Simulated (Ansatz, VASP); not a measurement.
**Cross-check of SiTe2 between VASP and Ansatz**

Aim: how closely do two programs agree when they are given the same cell, functional and k mesh? The cell is taken from a series of runs on this material, whose earlier steps may have relaxed, scaled, displaced or heated it; both programs get it as it stands.

Method: plane waves, with VASP 6.6.1 beside it; PBEsol, in Ansatz 0.2.0.

**1. Starting point**

The cell holds 3 atoms: 1 Si and 2 Te. Cell: a = 3.740 Å, b = 3.768 Å, c = 30.424 Å, α = 90.0°, β = 90.0°, γ = 119.8°. Vacuum lies along c.

**2. Ansatz: zone-centre phonons, PBEsol**

Ansatz runs on its PAW soft_1 files.

Second derivatives magnify differences that forces hide, and they need a tight electronic threshold.

Input file input.yaml:

```yaml
crystal:
  lattice:
    - [3.7396058904, 0.0, 0.0]
    - [-1.8698029452, 3.2709796383, 0.0]
    - [0.0, 0.0, 30.424]
  atoms:
    - { symbol: Si, position: [0.0, 0.0, 0.328687878] }
    - { symbol: Te, position: [0.3326776344, 0.6653552688, 0.3816616509] }
    - { symbol: Te, position: [0.6673223656, 0.3346447312, 0.2757141051] }
  periodic: [true, true, false]
kpoints:
  mp_grid: { grid: [15, 15, 1] }
hamiltonian:
  xc: pbesol
  pseudopotentials: { kind: paw, azcp: { folder: soft_1 }, xc_functional: pbe }
scf:
  occupations: { method: methfessel_paxton, width: 0.2 }
output:
  eigenvalues: true
phonons:
  method: dfpt
```

Command:

```
> ansatz run input.yaml --threads 8 --pin off --max-ram 16384MiB --backend cpu --events-out ev --progress --plain --runs-dir out
```

Numbers of over 12 decimals in the logs are rounded to 6 here.

What it wrote:

```text
Warning: crystal.symmetry: narrowed to the stabiliser of the run's FFT grids — unitary ops 4 → 2. A phonons.method: dfpt run fills in the rows of the dynamical matrix that it does not solve by its symmetry operations, which is exact only for operations that map its FFT grids onto themselves: filled in by any other, the frequencies could depend on the order in which like atoms are typed, or, by more than the grids' own error, on where the crystal sits among the grids' points. Excluded: 2 operations. The run can therefore solve more perturbations, solve them on more k-points, or both, and cost more. [rest of the remark cut]
Engine: ansatz 0.2.0, aarch64-unknown-linux-gnu
Pseudopotentials: kind: paw
Pseudopotential: Si, paw, valence charge 4, recommended cutoff 420 eV (normal), soft_1/Si.paw.azcp
Pseudopotential: Te, paw, valence charge 16, recommended cutoff 420 eV (normal), soft_1/Te.paw.azcp
Functional definition: PBEsol
  exchange = pbesol_x
  correlation = pbesol_c
Crystal: 3 atoms, lattice volume = 372.152 Å³
Basis set: ecut = 420 eV, 7317 PW (Γ), exchange–correlation on 54×54×432 points (8 copies of the dense FFT grid, shifted against one another)
Bands: 22, of which v1, the nominal top of the filled ones, is band 18 counted from 1 (17 counted from 0)
Symmetry: 4 space group operations
k-points: 64 of 225 (irreducible under 2 space group operations, time reversal used)
Non-local potential: Si, projectors of the file, l = 0: 2, l = 1: 2, l = 2: 1
Non-local potential: Te, projectors of the file, l = 0: 2, l = 1: 2, l = 2: 2, l = 3: 1
PAW form: soft (Blöchl's): semilocal exchange-correlation on the pseudo side does not see the compensation charge
PAW frozen core: Si, regenerated for the run's functional, and the local potential with it (the file was generated under x = pbe(κ = 0.804, μ = 0.219515), c = pbe(β = 0.066725))
PAW frozen core: Te, regenerated for the run's functional, and the local potential with it (the file was generated under x = pbe(κ = 0.804, μ = 0.219515), c = pbe(β = 0.066725))
PAW one-centre angular grid: Si, 110 points (default); XC on 64 Gauss nodes
PAW one-centre angular grid: Te, 590 points (default); XC on 64 Gauss nodes
Initial density: superposition of atomic densities (neutral atoms: chi_scale 0, normalization atom)
Initial wavefunctions: pseudopotential atomic-orbital guess
Functional: x = pbesol(κ = 0.804, μ = 0.123457), c = pbesol(β = 0.046)
iter 1 solved again at ethr=1.53e-3 eV; its pass at ethr=3.10e-3 eV (dr2=5.51e-1 eV) is discarded
SCF iter   1: F=—  HF=-14424.680241 eV  |F-HF|=—  |Δ(HF+E_count)|=         —  Δρ=9.74e-3  dr2=5.64e-1  ethr=1.53e-3  ⟨swp⟩=1.6  Hψ=14112  notcnv=0
preconditioner: auto → LDOS  [metal: Δε(μ)=0.041 eV  Ē_g=8.559 eV  σ=0.200 eV  W_gap=0.17  n_scr=16 (ndim 8)  ℏωp=7.7 eV  f_vac=0.747  D(μ)=1.46/eV (n_scr^D=8)  β→1.0]
SCF iter   2: F=—  HF=-14424.599222 eV  |F-HF|=—  |Δ(HF+E_count)|=   8.10e-2  S|Δr|=    0.00e0  Δρ=3.68e-3  dr2=1.78e-1  ethr=1.53e-3  ⟨swp⟩=5.0  Hψ=3801  notcnv=0
SCF iter   3: F=—  HF=-14424.570057 eV  |F-HF|=—  |Δ(HF+E_count)|=   2.92e-2  S|Δr|=    0.00e0  Δρ=1.67e-3  dr2=2.32e-2  ethr=4.95e-4  ⟨swp⟩=3.7  Hψ=3954  notcnv=0
SCF iter   4: F=—  HF=-14424.564862 eV  |F-HF|=—  |Δ(HF+E_count)|=   5.19e-3  S|Δr|=    0.00e0  Δρ=2.73e-4  dr2=7.42e-4  ethr=6.45e-5  ⟨swp⟩=3.7  Hψ=3111  notcnv=0
SCF iter   5: F=—  HF=-14424.564749 eV  |F-HF|=—  |Δ(HF+E_count)|=   1.14e-4  S|Δr|=    0.00e0  Δρ=7.03e-5  dr2=3.26e-5  ethr=2.06e-6  ⟨swp⟩=3.8  Hψ=3210  notcnv=0
SCF iter   6: F=—  HF=-14424.564744 eV  |F-HF|=—  |Δ(HF+E_count)|=   5.11e-6  S|Δr|=    0.00e0  Δρ=1.26e-5  dr2=5.03e-7  ethr=9.06e-8  ⟨swp⟩=3.5  Hψ=3362  notcnv=0
SCF iter   7: F=—  HF=-14424.564785 eV  |F-HF|=—  |Δ(HF+E_count)|=   4.16e-5  S|Δr|=    0.00e0  Δρ=2.78e-6  dr2=2.77e-8  ethr=1.40e-9  ⟨swp⟩=3.7  Hψ=3418  notcnv=0
SCF iter   8: F=—  HF=-14424.564785 eV  |F-HF|=—  |Δ(HF+E_count)|=   5.62e-8  S|Δr|=    0.00e0  Δρ=6.01e-7  dr2=1.42e-9  ethr=7.70e-11  ⟨swp⟩=2.9  Hψ=3018  notcnv=0
SCF iter   9: F=—  HF=-14424.564785 eV  |F-HF|=—  |Δ(HF+E_count)|=   1.17e-8  S|Δr|=    0.00e0  Δρ=2.32e-7  dr2=2.14e-10  ethr=3.94e-12  ⟨swp⟩=3.5  Hψ=3431  notcnv=0
SCF iter  10: F=-14424.564785 eV  HF=-14424.564785 eV  |F-HF|=4.17e-10  |Δ(HF+E_count)|=   1.23e-9  S|Δr|=    0.00e0  Δρ=4.33e-8  dr2=7.67e-12  ethr=1.00e-12  ⟨swp⟩=14.0  Hψ=13046  notcnv=0
SCF 1 converged in 10 iterations: F = -14424.564785 eV  dr2 = 7.67e-12
  greatest PAW one-centre occupation: 0.998 electrons in one spin orbital (limit 2), on the Te atom at site 2 (counted from 0), in its partial waves of l = 2
DFPT response loops at Γ: preconditioner auto → none (partly filled bands, converged f_vac=0.751); β = 0.50; Broyden in place of MSR1
SCF converged after 10 iterations
Stability not checked: this state was not tested for a lower state beside it, because cold or Methfessel-Paxton smearing, or corrected tetrahedra, fill the levels in a way that the test cannot read (fill_not_monotonic; see scf.lower_state_search)
Free energy (F): -14424.564785 eV
Harris-Foulkes:  -14424.564785 eV  (|F-HF|=4.17e-10)
Internal energy: -14424.564688 eV  (E = F + TS)
E sigma→0 (E₀):  -14424.564761 eV
Entropy (-TS):   -0.000097 eV (-0.032 meV/atom)
Fermi energy:    -4.908614 eV
Step filling:    the computed levels leave a gap of 0.0260 eV = 0.1 smearing widths at the electron count; against every level under it full and every level over it empty, smearing changes F+E_penalty+E_count by -0.221 meV and its σ→0 estimate by -0.197 meV
--- Per-component energies (eV) ---
  E_band       = -991.651326
  E_kinetic    = 386.928438
  E_local      = -58479.879858  (includes V_loc(G=0)·N_el)
  E_nonlocal   = 158.005861
  E_hartree    = 28994.484160
  E_xc         = -299.276852
  E_vxc        = -252.007444  (∫ρ·V_xc dr)
  E_paw        = -9684.380291  (= ΣΔE_a)
  E_vpaw       = -793.666723  (= ΣTr[D̂ρ^β])
  E_aug_tail   = 0.000213  (compensation charges beyond the density's cutoff)
  E_ewald      = 24498.772459
  E_core_change = 0.781183  (= ΣΔE_core)
  E_smearing   = -0.000097  (= −TS)
  E_closure    = -0.000000  (closes the sum)
  Σ components = -14424.564785   (vs F -14424.564785, Δ=0.00e0)
--- Band table (eV; the first three rows and the last of 64) ---
  k-point 0: bands = [... 14 lower, -5.4775, -5.3904, -4.8847, -4.8113, -3.4503, -1.7918, -1.5687, -1.5279]
  k-point 1: bands = [... 14 lower, -6.1717, -5.6601, -5.1711, -4.6708, -3.0325, -1.7811 (-1.7811°), -1.4586, -1.3676]
  k-point 2: bands = [... 14 lower, -6.7197, -6.1192, -5.9271, -4.5900, -2.8772, -1.8020, -1.2300, -0.6734]
  k-point 63: bands = [... 14 lower, -8.8300, -7.9407, -6.9339, -5.7540, -3.7322, -1.8407, -0.4541, 0.1425]
  ° read free of the cell's end (the report's vacuum.weakly_bound_levels)
--- Phonons (Γ-DFPT): 9 representative perturbations + reference, on 64 of 225 k-points (Σ response iterations 33) ---
  ASR residual: 3.425e-5 → 0.000e0 eV/Å²; symmetrization residual: 1.073e-5 eV/Å²
  The last average, over the group as it would stand without the narrowing to the FFT grids, took up to 2.052e-6 eV/Å² of the zone centre's force constants
  ASR residual per site (eV/Å²): 3.23e-5 3.40e-5 3.43e-5
  Γ frequencies (cm⁻¹): 0.00 0.00 0.00 81.31 82.37 146.86 202.69 206.62 305.08
  non-analytic LO–TO correction: not included (Born effective charges unavailable; polar crystals: no LO–TO splitting at Γ)
```

Reading the cycles: dr2 is the Hartree energy of the density residual (eV), the measure of convergence; HF is the Harris–Foulkes estimate of the energy, which meets the free energy F at convergence.

(Part 1 of 2 ends here.)

[Lines on the potential files, build, host, timing and source positions are cut from VASP's logs without a mark.]

[Logs are printed without paths, hosts, clocks, repeated set-up lines and the standing remarks that a program may print on its own settings, such as how far it seeks lower states.]

[Hosts, paths, dates, database ids (printed as entryN), source tags and the programs' standing remarks are cut or masked in the printed files.]
